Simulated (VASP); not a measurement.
VASP runs on WC (wc) share one base input (PBE GGA, plane waves, VASP's PBE PAW potentials (set 64)) and change the settings named in each case.

### POSCAR
```
WC
1
    1.4841000000    -2.5705370000     0.0000000000
    1.4841000000     2.5705370000     0.0000000000
    0.0000000000     0.0000000000     2.8968000000
W C
1 1
Direct
  0.0000000000   0.0000000000   0.0000000000
  0.3333330000   0.6666670000   0.5000000000
```

KPOINTS:
```
Automatic mesh
0
Gamma
13 13 11
0 0 0
```

INCAR:
```
# general
SYSTEM   =  WC
PREC     =  Accurate
ENCUT    =  520   # plane-wave cut-off (eV)
LREAL    =  .FALSE.   # projection in real space or not
LASPH    =  .TRUE.   # aspherical one-centre terms

# electronic loop
EDIFF    =  1E-6   # SCF stop (eV)
NELM     =  100   # most electronic steps
ALGO     =  Normal   # blocked Davidson
LMAXMIX  =  6   # l cut-off of mixed one-centre charges

# smearing
ISMEAR   =  1
SIGMA    =  0.1

# functional
GGA      =  PE   # PBE

# ions
ISIF     =  2   # forces and stress, cell fixed

# output
LWAVE    =  .FALSE.
LCHARG   =  .FALSE.
```

POTCAR, in this order: W_sv C (PBE.64 set). Program: vasp_std.

```json
[
 {"change": "base run", "E(σ→0) (eV/atom)": "-11.1988", "pressure (GPa)": "-16.21", "−TS (eV)": "-0.0004"},
 {"change": "POTCAR W_sv C_s (PBE.64 set)", "E(σ→0) (eV/atom)": "-11.2000", "pressure (GPa)": "-16.27", "−TS (eV)": "-0.0004"},
 {"change": "POTCAR W C (PBE.64 set)", "E(σ→0) (eV/atom)": "-11.2275", "pressure (GPa)": "-18.53", "−TS (eV)": "-0.0005"},
 {"change": "ENCUT = 800, POTCAR W_sv C_h (PBE.64 set)", "E(σ→0) (eV/atom)": "-11.2013", "pressure (GPa)": "[?]", "−TS (eV)": "-0.0004"},
 {"change": "ENCUT = 800", "E(σ→0) (eV/atom)": "-11.2010", "pressure (GPa)": "-16.26", "−TS (eV)": "-0.0004"}
]
```

Q: Some entries are withheld; supply them.

A: 
- ENCUT = 800, POTCAR W_sv C_h (PBE.64 set), pressure (GPa): -16.72

Energies of different potentials or functionals have different zeros. Unless said otherwise, spin-orbit coupling is left out, though it shifts the bands of the heavy elements here.

Left out are runs that ran out of time, are held back, or changed the cell or the kind of run, fixed moments of cells without a moment, rows past the twelfth, gaps on odd meshes, pressures of charged cells and columns that move by less than the noise.

The compound is WC in the wc structure. The cell was not relaxed at this level.
